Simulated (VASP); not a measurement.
Input for VASP

### INCAR
```
SYSTEM = BN
PREC = Accurate
ENCUT = 520
EDIFF = 1E-6
NELM = 100
ALGO = Normal
LREAL = .FALSE.
LASPH = .TRUE.
ISMEAR = 0
SIGMA = 0.05
GGA = ML
ZAB_VDW = -1.8867
LUSE_VDW = .TRUE.
AGGAC = 0.0
LWAVE = .FALSE.
LCHARG = .FALSE.
IBRION = 2
ISIF = 3
NSW = 60
EDIFFG = -0.02
```

File KPOINTS:
```
Automatic mesh
0
Gamma
9 9 5
0 0 0
```

**POSCAR**
```
BN
1.0
  1.2712230378  -2.2018231076   0.0000000000
  1.2712230378   2.2018231076   0.0000000000
  0.0000000000   0.0000000000   4.2050197319
B N
2 2
Direct
  0.6666670000   0.3333330000   0.5002486094
  0.3333330000   0.6666670000   0.0002486094
  0.6666670000   0.3333330000   0.8747513906
  0.3333330000   0.6666670000   0.3747513906
```

POTCAR, in this order: B N (PBE.64 set). Program: vasp_std.

Write an equivalent input for Quantum ESPRESSO's pw.x.

One equivalent input (not run):
```
&CONTROL
  calculation = 'vc-relax'
  pseudo_dir = './pseudo'
  outdir = './out'
  tprnfor = .true.
  tstress = .true.
  nstep = 60
  forc_conv_thr = 0.00078
/
&SYSTEM
  ibrav = 0
  nat = 4
  ntyp = 2
  ecutwfc = 84
  occupations = 'smearing'
  smearing = 'gaussian'
  degauss = 0.003675
  input_dft = 'vdw-df2'
/
&ELECTRONS
  conv_thr = 7.3e-08
  electron_maxstep = 100
/
&IONS
/
&CELL
/
ATOMIC_SPECIES
  B 10.810 B.upf
  N 14.007 N.upf
CELL_PARAMETERS angstrom
     1.2712230   -2.2018231   -0.0000000
     1.2712230    2.2018231   -0.0000000
    -0.0000000   -0.0000000    4.2050197
ATOMIC_POSITIONS crystal
  B    0.6666670  0.3333330  0.5002486
  B    0.3333330  0.6666670  0.0002486
  N    0.6666670  0.3333330  0.8747514
  N    0.3333330  0.6666670  0.3747514
K_POINTS automatic
  9 9 5 0 0 0
```
Limits of the translation: the potentials are each code's own (VASP's PAW set, PseudoDojo norm-conserving files in pw.x), so ENCUT and ecutwfc are chosen apart and not converted; conv_thr bounds pw.x's estimated SCF error, while EDIFF bounds the energy change between steps; forc_conv_thr acts on force components and is met together with etot_conv_thr.

The compound is BN in the wurtzite structure, a metastable high-pressure form. This run relaxes it. Symmetry was kept, so distortions that lower it aren't found. The start is the result of an earlier pass.
